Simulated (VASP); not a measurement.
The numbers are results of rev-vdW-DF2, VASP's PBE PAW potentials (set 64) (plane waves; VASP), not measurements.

VASP input:

**POSCAR**
```
Zr
1.0
  1.6159605246  -2.7989256784   0.0000000000
  1.6159605246   2.7989256784   0.0000000000
  0.0000000000   0.0000000000   5.2072162181
Zr
2
Cartesian
  1.6159605246   0.9329770921   1.3018040545
  1.6159605246  -0.9329770921   3.9054121636
```

**KPOINTS**
```
Regular mesh
0
gamma
  13 13 7
0 0 0
```

INCAR:
```
AGGAC = 0.0
ALGO = Normal
EDIFF = 1E-7
EDIFFG = -0.01
ENCUT = 520
GGA = MK
IBRION = 2
ISIF = 4
ISMEAR = 1
LASPH = .TRUE.
LCHARG = .FALSE.
LMAXMIX = 4
LREAL = .FALSE.
LUSE_VDW = .TRUE.
LWAVE = .FALSE.
NELM = 100
NSW = 30
PARAM1 = 0.1234568
PARAM2 = 0.7114
PREC = Accurate
SIGMA = 0.1
SYSTEM = Zr
ZAB_VDW = -1.8867
```

POTCAR, in this order: Zr_sv (PBE.64 set). Program: vasp_std.

The run wrote:

OSZICAR:
```
       N       E                     dE             d eps       ncg     rms          rms(c)
DAV:   1     0.223496122315E+03    0.22350E+03   -0.13619E+04  2688   0.149E+03
DAV:   2     0.140453502340E+01   -0.22209E+03   -0.22014E+03  3360   0.413E+02
DAV:   3    -0.129035258730E+02   -0.14308E+02   -0.14155E+02  5080   0.793E+01
DAV:   4    -0.131726500970E+02   -0.26912E+00   -0.26907E+00  2888   0.119E+01
DAV:   5    -0.131811136652E+02   -0.84636E-02   -0.84629E-02  4352   0.139E+00    0.143E+01
DAV:   6    -0.125874954476E+02    0.59362E+00   -0.93589E-01  2792   0.839E+00    0.566E+00
DAV:   7    -0.124696099612E+02    0.11789E+00   -0.59492E-01  3704   0.584E+00    0.109E+00
DAV:   8    -0.124743990769E+02   -0.47891E-02   -0.40907E-02  3480   0.172E+00    0.247E-01
DAV:   9    -0.124744459833E+02   -0.46906E-04   -0.14289E-03  3360   0.390E-01    0.407E-02
DAV:  10    -0.124744017620E+02    0.44221E-04   -0.34497E-05  3976   0.465E-02    0.236E-02
DAV:  11    -0.124744015121E+02    0.24992E-06   -0.93759E-06  2984   0.380E-02    0.570E-03
DAV:  12    -0.124744015446E+02   -0.32574E-07   -0.48623E-07  3144   0.607E-03
   1 F= -.12474402E+02 E0= -.12474465E+02  d E =-.124744E+02
```

OUTCAR:
```
------------------------ aborting loop because EDIFF is reached ----------------------------------------
  FORCE on cell =-STRESS in cart. coord.  units (eV):
  Direction    XX          YY          ZZ          XY          YZ          ZX
  --------------------------------------------------------------------------------------
  Total       -0.7976233     -0.7976232     -0.8120049      0.0000000     -0.0000000      0.0000000
  in kB      -27.1300546    -27.1300536    -27.6192252      0.0000000     -0.0000000      0.0000000
  external PRESSURE =     -27.2931112 kB  Pullay stress =       0.0000000 kB
  volume of cell :       47.10
      direct lattice vectors                 reciprocal lattice vectors
     1.615960525 -2.798925678  0.000000000     0.309413499 -0.178639970  0.000000000
     1.615960525  2.798925678  0.000000000     0.309413499  0.178639970  0.000000000
     0.000000000  0.000000000  5.207216218     0.000000000  0.000000000  0.192041190
 POSITION                                       TOTAL-FORCE (eV/Angst)
 -----------------------------------------------------------------------------------
      1.61596      0.93298      1.30180        -0.000000     -0.000000      0.000000
      1.61596     -0.93298      3.90541         0.000000      0.000000      0.000000
 -----------------------------------------------------------------------------------
    total drift:                               -0.000145      0.001138     -0.000019
  FREE ENERGIE OF THE ION-ELECTRON SYSTEM (eV)
  ---------------------------------------------------
  free  energy   TOTEN  =       -12.4744015446 eV

  energy  without entropy=      -12.4745914004  energy(sigma->0) =      -12.47446483

 reached required accuracy - stopping structural energy minimisation
```
(Selected blocks of OUTCAR.)

The compound is Zr in the hcp structure. This cell is one point of a volume scan, at 1.03 of the reference volume.
